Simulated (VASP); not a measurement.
Level of theory: PBE GGA, VASP's PBE PAW potentials (set 64) (plane waves; VASP 6.6.1).

A VASP calculation is set up with these files.

### POSCAR
```
Ag
4.1215980
  0.0000000000   0.5000000000   0.5000000000
  0.5000000000   0.0000000000   0.5000000000
  0.5000000000   0.5000000000   0.0000000000
Ag
1
Cart
  0.0000000000   0.0000000000   0.0000000000
```

### KPOINTS
```
K-points
0
G
 9 9 9
0 0 0
```

### INCAR
```
ALGO = Normal
EDIFF = 1E-6
ENCUT = 300
GGA = PE
ISIF = 2
ISMEAR = 0
LASPH = .TRUE.
LCHARG = .FALSE.
LMAXMIX = 4
LREAL = .FALSE.
LWAVE = .FALSE.
NELM = 100
PREC = Accurate
SIGMA = 0.272
SYSTEM = Ag
```

POTCAR, in this order: Ag (PBE.64 set). Program: vasp_std.

What will the output report for the number of irreducible k-points (NKPTS), largest plane-wave count, number of space-group operations, FFT grid (NGX, NGY, NGZ)?

| Property | Value |
|---|---|
| number of irreducible k-points (NKPTS) | 35 |
| largest plane-wave count | 213 |
| number of space-group operations | 48 |
| FFT grid (NGX, NGY, NGZ) | 16 × 16 × 16 |

The structure comes from a computed database's Ag entry; how it stands against other phases isn't given here. The cell was not relaxed at this level.
